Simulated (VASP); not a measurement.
These are PBE GGA, VASP's PBE PAW potentials (set 64) (plane waves; VASP 6.6.1) values and carry that method's errors.

VASP ran on this input.

**KPOINTS**
```
Automatic mesh
0
Gamma
21 21 21
0 0 0
```

**POSCAR**
```
Cu
1
    0.0000000000     1.7887150000     1.7887150000
    1.7887150000     0.0000000000     1.7887150000
    1.7887150000     1.7887150000     0.0000000000
Cu
1
Direct
  0.0000000000   0.0000000000   0.0000000000
```

INCAR:
```
# general
SYSTEM =Cu
PREC   =Accurate
ENCUT  =300
LREAL  =F
LASPH  =T

# electronic loop
EDIFF  =1E-6
NELM   =100
ALGO   =Normal
LMAXMIX=4

# smearing
ISMEAR =-1
SIGMA  =0.1

# functional
GGA    =PE

# ions
ISIF   =2

# output
LWAVE  =F
LCHARG =F
```

POTCAR, in this order: Cu (PBE.64 set). Program: vasp_std.

At this cut-off the stress carries a Pulay error, which pulls relaxed volumes low. Gaps are read on the run's mesh, which can miss a band edge.

Task: Predict the energy per atom (σ→0), pressure, band gap (on the k-mesh).

Result: 
```yaml
energy per atom (σ→0): -3.714 eV/atom
band gap (on the k-mesh): none (metal, semimetal or under 0.01 eV)
pressure: 4.38 GPa
```

File OSZICAR:
```
...
DAV:   6    -0.407405175506E+01    0.56519E+00   -0.16443E+01  5406   0.893E+01    0.373E+00
DAV:   7    -0.373257908363E+01    0.34147E+00   -0.24862E+00  5470   0.343E+01    0.607E-01
DAV:   8    -0.372073874947E+01    0.11840E-01   -0.44691E-03  5718   0.951E-01    0.276E-01
DAV:   9    -0.371939004417E+01    0.13487E-02   -0.91974E-03  5706   0.195E+00    0.278E-02
DAV:  10    -0.371939474427E+01   -0.47001E-05   -0.31022E-05  7594   0.104E-01    0.843E-03
DAV:  11    -0.371939342490E+01    0.13194E-05   -0.10682E-06  3708   0.211E-02    0.234E-04
DAV:  12    -0.371939351408E+01   -0.89186E-07   -0.38475E-08  2805   0.221E-03
   1 F= -.37193935E+01 E0= -.37140752E+01  d E =-.106366E-01
```

The structure comes from a computed database's Cu entry; how it stands against other phases isn't given here. The cell was not relaxed at this level. The run is one of a series of settings (KPOINTS 21×21×21 Γ-centred mesh against the base run), some of them coarse on purpose.
